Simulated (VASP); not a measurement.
Computed with PBEsol GGA, VASP's PBE PAW potentials (set 64) (plane waves; VASP).

Input for VASP

**POSCAR**
```
GaN
1.0
  1.5950000000  -2.7626210000   0.0000000000
  1.5950000000   2.7626210000   0.0000000000
  0.0000000000   0.0000000000   5.1900000000
Ga N
2 2
Direct
  0.6666670000   0.3333330000   0.5000000000
  0.3333330000   0.6666670000   0.0000000000
  0.6666670000   0.3333330000   0.8770000000
  0.3333330000   0.6666670000   0.3770000000
```

### INCAR
```
# general
SYSTEM =GaN
PREC   =Accurate
ENCUT  =520
LREAL  =.False.
LASPH  =.True.

# electronic loop
EDIFF  =1E-6
NELM   =100
ALGO   =Normal
LMAXMIX=4

# smearing
ISMEAR =0
SIGMA  =0.05

# functional
GGA    =PS

# ions
IBRION =2
NSW    =60
ISIF   =3
EDIFFG =-0.01

# output
LWAVE  =.False.
LCHARG =.False.
```

File KPOINTS:
```
Automatic mesh
0
Gamma
  9 9 5
0 0 0
```

POTCAR, in this order: Ga_d N (PBE.64 set). Program: vasp_std.

Output

**OSZICAR**
```
       N       E                     dE             d eps       ncg     rms          rms(c)
DAV:   1     0.274859501012E+03    0.27486E+03   -0.18421E+04  1676   0.306E+03
DAV:   2     0.429978262000E+01   -0.27056E+03   -0.26231E+03  1790   0.529E+02
DAV:   3    -0.284034008409E+02   -0.32703E+02   -0.32442E+02  1788   0.153E+02
DAV:   4    -0.298741511965E+02   -0.14708E+01   -0.14663E+01  2274   0.334E+01
DAV:   5    -0.298926483301E+02   -0.18497E-01   -0.18492E-01  1706   0.362E+00    0.102E+01
DAV:   6    -0.262461031824E+02    0.36465E+01   -0.13519E+01  2916   0.572E+01    0.311E+00
DAV:   7    -0.263133914983E+02   -0.67288E-01   -0.14864E+00  1734   0.100E+01    0.262E+00
DAV:   8    -0.262888312823E+02    0.24560E-01   -0.27755E-01  2740   0.746E+00    0.889E-01
DAV:   9    -0.262666792997E+02    0.22152E-01   -0.10698E-01  2808   0.545E+00    0.297E-01
DAV:  10    -0.262674255838E+02   -0.74628E-03   -0.49693E-03  1872   0.738E-01    0.120E-01
DAV:  11    -0.262673361284E+02    0.89455E-04   -0.88431E-04  2520   0.548E-01    0.273E-02
DAV:  12    -0.262673432454E+02   -0.71171E-05   -0.12184E-04  1778   0.834E-02    0.158E-02
DAV:  13    -0.262673422928E+02    0.95262E-06   -0.15276E-05  2272   0.876E-02    0.219E-03
DAV:  14    -0.262673424266E+02   -0.13383E-06   -0.13058E-06  1298   0.279E-02
   1 F= -.26267342E+02 E0= -.26267342E+02  d E =-.262673E+02
       N       E                     dE             d eps       ncg     rms          rms(c)
DAV:   1    -0.263141914415E+02   -0.46849E-01   -0.69945E-01  1950   0.194E+01    0.134E+00
DAV:   2    -0.262787807859E+02    0.35411E-01   -0.92824E-02  2272   0.792E+00    0.636E-01
DAV:   3    -0.262684915836E+02    0.10289E-01   -0.21105E-02  2504   0.330E+00    0.136E-01
DAV:   4    -0.262681447364E+02    0.34685E-03   -0.27763E-03  1590   0.494E-01    0.107E-01
DAV:   5    -0.262677150668E+02    0.42967E-03   -0.36491E-04  2208   0.165E-01    0.564E-02
DAV:   6    -0.262675157484E+02    0.19932E-03   -0.18732E-04  2500   0.161E-01    0.246E-03
DAV:   7    -0.262675158596E+02   -0.11116E-06   -0.59222E-06  1656   0.252E-02
   2 F= -.26267516E+02 E0= -.26267516E+02  d E =-.173433E-03
       N       E                     dE             d eps       ncg     rms          rms(c)
DAV:   1    -0.262790679590E+02   -0.11552E-01   -0.16016E-01  1968   0.943E+00    0.631E-01
DAV:   2    -0.262711458100E+02    0.79221E-02   -0.20377E-02  2282   0.371E+00    0.304E-01
DAV:   3    -0.262687761376E+02    0.23697E-02   -0.50360E-03  2486   0.166E+00    0.631E-02
DAV:   4    -0.262687050191E+02    0.71118E-04   -0.68513E-04  1590   0.243E-01    0.523E-02
DAV:   5    -0.262686224721E+02    0.82547E-04   -0.61858E-05  2242   0.688E-02    0.324E-02
DAV:   6    -0.262685603307E+02    0.62141E-04   -0.58356E-05  2490   0.924E-02    0.239E-03
DAV:   7    -0.262685603440E+02   -0.13306E-07   -0.22503E-06  1440   0.139E-02
   3 F= -.26268560E+02 E0= -.26268560E+02  d E =-.121792E-02
       N       E                     dE             d eps       ncg     rms          rms(c)
DAV:   1    -0.262685670314E+02   -0.67007E-05   -0.11814E-04  1898   0.254E-01    0.176E-02
DAV:   2    -0.262685609826E+02    0.60488E-05   -0.15392E-05  2232   0.101E-01    0.846E-03
DAV:   3    -0.262685591819E+02    0.18007E-05   -0.26862E-06  1046   0.450E-02    0.137E-03
DAV:   4    -0.262685591809E+02    0.10059E-08   -0.11451E-06   894   0.111E-02
   4 F= -.26268559E+02 E0= -.26268559E+02  d E =-.121675E-02
       N       E                     dE             d eps       ncg     rms          rms(c)
DAV:   1    -0.262688472116E+02   -0.28803E-03   -0.79368E-03  2282   0.161E+00    0.109E-01
DAV:   2    -0.262686429458E+02    0.20427E-03   -0.92592E-04  2276   0.640E-01    0.516E-02
DAV:   3    -0.262685784425E+02    0.64503E-04   -0.15322E-04  2934   0.277E-01    0.119E-02
DAV:   4    -0.262685733648E+02    0.50777E-05   -0.36804E-05  1742   0.607E-02    0.535E-03
DAV:   5    -0.262685733583E+02    0.65502E-08   -0.16002E-06  1200   0.151E-02
   5 F= -.26268573E+02 E0= -.26268573E+02  d E =-.141773E-04
       N       E                     dE             d eps       ncg     rms          rms(c)
DAV:   1    -0.262686118229E+02   -0.38458E-04   -0.99377E-04  2314   0.560E-01    0.397E-02
DAV:   2    -0.262685848212E+02    0.27002E-04   -0.11578E-04  2290   0.221E-01    0.182E-02
DAV:   3    -0.262685771244E+02    0.76968E-05   -0.18599E-05  2910   0.966E-02    0.444E-03
DAV:   4    -0.262685765138E+02    0.61056E-06   -0.46197E-06  1542   0.213E-02
   6 F= -.26268577E+02 E0= -.26268577E+02  d E =-.173329E-04
```

File OUTCAR:
```
------------------------ aborting loop because EDIFF is reached ----------------------------------------
  FORCE on cell =-STRESS in cart. coord.  units (eV):
  Direction    XX          YY          ZZ          XY          YZ          ZX
  --------------------------------------------------------------------------------------
  Total       -0.0242391     -0.0242391      0.0039593      0.0000000      0.0000000      0.0000000
  in kB       -0.8544529     -0.8544529      0.1395704      0.0000000      0.0000000      0.0000000
  external PRESSURE =      -0.5231118 kB  Pullay stress =       0.0000000 kB
  volume of cell :       45.45
      direct lattice vectors                 reciprocal lattice vectors
     1.591118941 -2.755898809 -0.000000000     0.314244264 -0.181429013  0.000000000
     1.591118941  2.755898809  0.000000000     0.314244264  0.181429013  0.000000000
     0.000000000  0.000000000  5.182542011     0.000000000 -0.000000000  0.192955503
  FREE ENERGIE OF THE ION-ELECTRON SYSTEM (eV)
  ---------------------------------------------------
  free  energy   TOTEN  =       -26.2685765138 eV

  energy  without entropy=      -26.2685765138  energy(sigma->0) =      -26.26857651

 reached required accuracy - stopping structural energy minimisation
```
(Selected blocks of OUTCAR.)

File CONTCAR:
```
GaN
   1.00000000000000
     1.5911189408226500   -2.7558988085956360   -0.0000000000000000
     1.5911189408226500    2.7558988085956360    0.0000000000000000
     0.0000000000000000    0.0000000000000000    5.1825420110720986
  Ga              N
     2     2
Direct
     0.6666669999999968    0.3333330000000032    0.5000982246054686
     0.3333330000000032    0.6666669999999968    0.0000982246054685
     0.6666669999999968    0.3333330000000032    0.8769017753945338
     0.3333330000000032    0.6666669999999968    0.3769017753945339
```

OUTCAR:
```
 val. band max:        5.2433185229   @ k =   0.0000   0.0000   0.0000

 cond. band min:       7.1446354772   @ k =   0.0000   0.0000   0.0000


 Fermi energy:         5.4654322516

 k-point     1 :       0.0000    0.0000    0.0000
  band No.  band energies     occupation
      1     -10.7793      2.00000
      2      -9.8077      2.00000
      3      -8.1604      2.00000
      4      -8.1451      2.00000
      5      -8.1450      2.00000
      6      -8.0821      2.00000
      7      -8.0821      2.00000
      8      -7.8835      2.00000
      9      -7.8835      2.00000
     10      -7.7822      2.00000
     11      -7.7822      2.00000
     12      -6.5452      2.00000
     13      -1.9156      2.00000
     14       4.1926      2.00000
     15       4.1927      2.00000
     16       5.2040      2.00000
     17       5.2433      2.00000
     18       5.2433      2.00000
     19       7.1446      0.00000
     20       9.4552      0.00000
     21      14.3681      0.00000
     22      15.0649      0.00000

 k-point     2 :       0.1111    0.0000    0.0000
  band No.  band energies     occupation
      1     -10.6553      2.00000
      2      -9.7753      2.00000
      3      -8.1478      2.00000
      4      -8.1272      2.00000
      5      -8.1076      2.00000
      6      -8.0674      2.00000
      7      -8.0575      2.00000
      8      -7.8942      2.00000
      9      -7.8845      2.00000
     10      -7.8033      2.00000
     11      -7.7794      2.00000
     12      -6.4590      2.00000
     13      -1.7375      2.00000
     14       3.3140      2.00000
     15       3.9381      2.00000
     16       4.2606      2.00000
     17       5.0793      2.00000
     18       5.1310      2.00000
     19       8.0323      0.00000
     20      10.1785      0.00000
     21      13.9438      0.00000
     22      14.3704      0.00000

 k-point     3 :       0.2222    0.0000    0.0000
  band No.  band energies     occupation
      1     -10.3437      2.00000
...
```

The compound is GaN in the wurtzite structure. This run relaxes it. Symmetry was kept, so distortions that lower it aren't found.
